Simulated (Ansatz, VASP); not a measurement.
# AlNi in two plane-wave programs, part 2 of 2

Wanted: the spread between two codes on one cell, functional and k mesh. The cell is taken from a series of runs on this material, whose earlier steps may have relaxed, scaled, displaced or heated it; both programs get it as it stands.

VASP 6.6.1 and Ansatz 0.2.0.

So far: The structure; VASP: zone-centre phonons, LDA.

## 3. Ansatz: zone-centre phonons, LDA

Level of this step: Ansatz beside VASP: Kohn-Sham DFT, plane waves, LDA (Ansatz).

Ansatz runs on its PAW soft_1 files.

The same cell, functional (in two slightly different forms), mesh and smearing now go to Ansatz, which takes its cutoff from its data sets.

Contents of input.yaml:

```yaml
crystal:
  lattice:
    - [2.7887681824, 0.0, 0.0]
    - [0.0, 2.7887681824, 0.0]
    - [0.0, 0.0, 2.9451932816]
  atoms:
    - { symbol: Al, position: [0.0, 0.0, 0.0] }
    - { symbol: Ni, position: [0.5, 0.5, 0.5] }
kpoints:
  mp_grid: { grid: [16, 16, 16] }
hamiltonian:
  xc: lda
  pseudopotentials: { kind: paw, azcp: { folder: soft_1 }, xc_functional: pbe }
scf:
  occupations: { method: methfessel_paxton, width: 0.2 }
output:
  eigenvalues: true
phonons:
  method: dfpt
```

Launch:

```sh
ansatz run input.yaml --threads 4 --pin off --max-ram 10240MiB --backend cpu --events-out ev --progress --plain --runs-dir out
```

Numbers of over 12 decimals in the logs are rounded to 6 here.

The program printed:

```text
zone centre: on kpoints.mp_grid the ground state, and the responses unless they are solved on pairs of k-points, stand on 729 of the mesh's 4096 k-points, reduced under 8 symmetry operations, with k and −k counted as one. Each operation leaves every solved displacement unchanged or reverses it
Engine: ansatz 0.2.0, x86_64-unknown-linux-gnu
Pseudopotentials: kind: paw
Pseudopotential: Al, paw, valence charge 3, recommended cutoff 420 eV (normal), soft_1/Al.paw.azcp
Pseudopotential: Ni, paw, valence charge 18, recommended cutoff 420 eV (normal), soft_1/Ni.paw.azcp
Functional definition: SPW92
  exchange = slater_x
  correlation = pw_c
Crystal: 2 atoms, lattice volume = 22.905 Å³
Basis set: ecut = 420 eV, 461 PW (Γ), exchange–correlation on 40×40×40 points (8 copies of the dense FFT grid, shifted against one another)
Bands: 15, of which v1, the nominal top of the filled ones, is band 11 counted from 1 (10 counted from 0)
Symmetry: 16 space group operations
k-points: 729 of 4096 (irreducible under 8 space group operations)
Non-local potential: Al, projectors of the file, l = 0: 2, l = 1: 2, l = 2: 1
Non-local potential: Ni, projectors of the file, l = 0: 3, l = 1: 2, l = 2: 3, l = 3: 1
PAW form: soft (Blöchl's): semilocal exchange-correlation on the pseudo side does not see the compensation charge
PAW frozen core: Al, regenerated for the run's functional, and the local potential with it (the file was generated under x = pbe(κ = 0.804, μ = 0.219515), c = pbe(β = 0.066725))
PAW frozen core: Ni, regenerated for the run's functional, and the local potential with it (the file was generated under x = pbe(κ = 0.804, μ = 0.219515), c = pbe(β = 0.066725))
PAW one-centre angular grid: Al, 110 points (default); XC on 64 Gauss nodes
PAW one-centre angular grid: Ni, 590 points (default); XC on 64 Gauss nodes
Initial density: superposition of atomic densities (chi_scale 0.1, normalization cell, long waves kept (reshape's long-wave potential 0.00 eV rms))
Initial wavefunctions: pseudopotential atomic-orbital guess
Functional: x = slater, c = lda
SCF iter   1: F=—  HF=-6288.050693 eV  |F-HF|=—  |Δ(HF+E_count)|=         —  Δρ=7.46e-2  dr2=1.36e0  ethr=3.10e-3  ⟨swp⟩=4.1  Hψ=48493  notcnv=0
preconditioner: auto → none  [metal: Δε(μ)=0.018 eV  Ē_g=10.447 eV  σ=0.200 eV  W_gap=0.07  n_scr=6 (ndim 8)  ℏωp=28.0 eV  f_vac=0.000  D(μ)=0.68/eV (n_scr^D=6)  sad-step TF]
SCF iter   2: F=—  HF=-6287.875858 eV  |F-HF|=—  |Δ(HF+E_count)|=   1.75e-1  S|Δr|=    0.00e0  Δρ=5.83e-2  dr2=8.61e-1  ethr=3.10e-3  ⟨swp⟩=2.0  Hψ=19539  notcnv=0  defer=150
SCF iter   3: F=—  HF=-6287.675435 eV  |F-HF|=—  |Δ(HF+E_count)|=   2.00e-1  S|Δr|=    0.00e0  Δρ=1.77e-2  dr2=7.14e-2  ethr=3.10e-3  ⟨swp⟩=2.0  Hψ=13920  notcnv=0  defer=150
SCF iter   4: F=—  HF=-6287.662172 eV  |F-HF|=—  |Δ(HF+E_count)|=   1.33e-2  S|Δr|=    0.00e0  Δρ=4.69e-3  dr2=2.78e-3  ethr=3.40e-4  ⟨swp⟩=1.7  Hψ=17572  notcnv=0  defer=149
SCF iter   5: F=—  HF=-6287.662136 eV  |F-HF|=—  |Δ(HF+E_count)|=   3.63e-5  S|Δr|=    0.00e0  Δρ=1.57e-3  dr2=2.65e-4  ethr=1.33e-5  ⟨swp⟩=2.2  Hψ=14600  notcnv=0  defer=149
SCF iter   6: F=—  HF=-6287.662058 eV  |F-HF|=—  |Δ(HF+E_count)|=   7.79e-5  S|Δr|=    0.00e0  Δρ=4.16e-4  dr2=1.93e-5  ethr=1.26e-6  ⟨swp⟩=2.4  Hψ=16034  notcnv=0  defer=149
SCF iter   7: F=—  HF=-6287.662052 eV  |F-HF|=—  |Δ(HF+E_count)|=   6.27e-6  S|Δr|=    0.00e0  Δρ=5.65e-5  dr2=3.79e-7  ethr=9.21e-8  ⟨swp⟩=2.2  Hψ=15237  notcnv=0  defer=149
SCF iter   8: F=—  HF=-6287.662067 eV  |F-HF|=—  |Δ(HF+E_count)|=   1.54e-5  S|Δr|=    0.00e0  Δρ=4.07e-6  dr2=2.14e-9  ethr=1.81e-9  ⟨swp⟩=2.2  Hψ=15690  notcnv=0  defer=149
SCF iter   9: F=—  HF=-6287.662067 eV  |F-HF|=—  |Δ(HF+E_count)|=  3.55e-10  S|Δr|=    0.00e0  Δρ=2.85e-7  dr2=1.18e-11  ethr=1.02e-11  ⟨swp⟩=2.4  Hψ=17546  notcnv=0  defer=149
SCF iter  10: F=-6287.662067 eV  HF=-6287.662067 eV  |F-HF|=9.09e-13  |Δ(HF+E_count)|=  2.73e-12  S|Δr|=    0.00e0  Δρ=2.28e-8  dr2=5.65e-14  ethr=1.00e-12  ⟨swp⟩=5.6  Hψ=41374  notcnv=0
SCF 1 converged in 10 iterations: F = -6287.662067 eV  dr2 = 5.65e-14
  greatest PAW one-centre occupation: 1.001 electrons in one spin orbital (limit 2), on the Ni atom at site 1 (counted from 0), in its partial waves of l = 1
DFPT response loops at Γ: preconditioner auto → Kerker (q_TF=auto, 2.689 Å⁻¹) (partly filled bands, converged f_vac=0.000); β = 1.00, the filter's whole step (`scf.mixing.beta` (0.50) is not read by the response loops under this deck's `scf.mixing.preconditioner`; to damp them name `kerker` or `kerker_dos`, under which they read `scf.mixing.beta`, and type it under 1.00, their step now; both keys bind the ground state too); Broyden in place of MSR1
SCF converged after 10 iterations
Stability not checked: this state was not tested for a lower state beside it, because cold or Methfessel-Paxton smearing, or corrected tetrahedra, fill the levels in a way that the test cannot read (fill_not_monotonic; see scf.lower_state_search)
Free energy (F): -6287.662067 eV
Harris-Foulkes:  -6287.662067 eV  (|F-HF|=9.09e-13)
Internal energy: -6287.661481 eV  (E = F + TS)
E sigma→0 (E₀):  -6287.661920 eV
Entropy (-TS):   -0.000586 eV (-0.293 meV/atom)
Fermi energy:    14.272569 eV
--- Per-component energies (eV) ---
  E_band       = -328.809166
  E_kinetic    = 370.571847
  E_local      = -3695.197383  (includes V_loc(G=0)·N_el)
  E_nonlocal   = -101.838342
  E_hartree    = 1941.316091
  E_xc         = -152.275894
  E_vxc        = -178.492596  (∫ρ·V_xc dr)
  E_paw        = -2037.547676  (= ΣΔE_a)
  E_vpaw       = -606.485717  (= ΣTr[D̂ρ^β])
  E_aug_tail   = 0.000842  (compensation charges beyond the density's cutoff)
  E_ewald      = -2613.180803
  E_core_change = 0.489838  (= ΣΔE_core)
  E_smearing   = -0.000586  (= −TS)
  E_closure    = 0.000000  (closes the sum)
  Σ components = -6287.662067   (vs F -6287.662067, Δ=0.00e0)
--- Band table (eV; the first three rows and the last of 729) ---
  k-point 0: bands = [... 7 lower, 12.5891, 12.5891, 12.7509, 18.6275, 20.5890, 20.5890, 22.2551, 22.8031]
  k-point 1: bands = [... 7 lower, 12.5631, 12.5631, 12.7536, 18.0052, 20.6779, 20.6779, 22.7986, 22.9005]
  k-point 2: bands = [... 7 lower, 12.4906, 12.4906, 12.7610, 16.8014, 20.9391, 20.9391, 22.7853, 24.1475]
  k-point 728: bands = [... 7 lower, 13.1549, 13.3123, 16.1638, 16.2875, 16.2875, 18.2676, 18.7701, 18.7701]
--- Phonons (Γ-DFPT): 4 representative perturbations + reference, on 729 of 4096 k-points (Σ response iterations 12) ---
  k mesh reduced under 8 symmetry operations, with k and −k counted as one. Each operation leaves every solved displacement unchanged or reverses it
  ASR residual: 9.376e-6 → 0.000e0 eV/Å²; symmetrization residual: 1.360e-6 eV/Å²
  ASR residual per site (eV/Å²): 9.38e-6 6.23e-6
  Γ frequencies (cm⁻¹): 0.00 0.00 0.00 299.00 299.00 304.38
  non-analytic LO–TO correction: not included (Born effective charges unavailable; polar crystals: no LO–TO splitting at Γ)
```

Reading the cycles: dr2 is the Hartree energy of the density residual (eV), the measure of convergence; HF is the Harris–Foulkes estimate of the energy, which meets the free energy F at convergence.

## 4. Comparison

Known differences besides the potentials themselves: the data sets hold 21 valence electrons in Ansatz (on its PAW soft_1 files) and 13 in VASP; the cutoff is 420 eV in Ansatz and 600 eV in VASP; VASP's log shows a relativistic correction to its local exchange, Ansatz's none. Total energies have different zeros and are not compared.

Both answers:

```
                  quantity  Ansatz   VASP  difference
optical mode 1 to 2 (cm⁻¹)   299.0  300.8     -0.61 %
     optical mode 3 (cm⁻¹)   304.4  306.6     -0.73 %
```

Modes are paired by rising frequency, not by their patterns, so a pair may set unlike modes beside each other; they are those without the splitting of longitudinal modes.

## 5. Results

```json
{"r.m.s. difference of the optical zone-centre modes, each program's sorted by frequency (zone-centre phonons, LDA)": "2.0 cm⁻¹", "difference in optical mode 3 (zone-centre phonons, LDA)": "-0.7 %"}
```

What this shows: The r.m.s. difference of the optical zone-centre modes, each program's sorted by frequency is 2.0 cm⁻¹ (zone-centre phonons, LDA). The data sets hold unlike numbers of valence electrons (21 in Ansatz and 13 in VASP), so part of the differences comes from the potentials. Among the rows given in per cent, the largest difference of the zone-centre phonons, LDA pair is in optical mode 3, -0.7 %. Such differences can come from data sets, numerical settings and the points named under the comparisons, not from the functional's error against experiment.

[Lines on the potential files, build, host, timing and source positions are cut from VASP's logs without a mark.]

[Logs are printed without paths, hosts, clocks, repeated set-up lines and the standing remarks that a program may print on its own settings, such as how far it seeks lower states.]

[Hosts, paths, dates, database ids (printed as entryN), source tags and the programs' standing remarks are cut or masked in the printed files.]
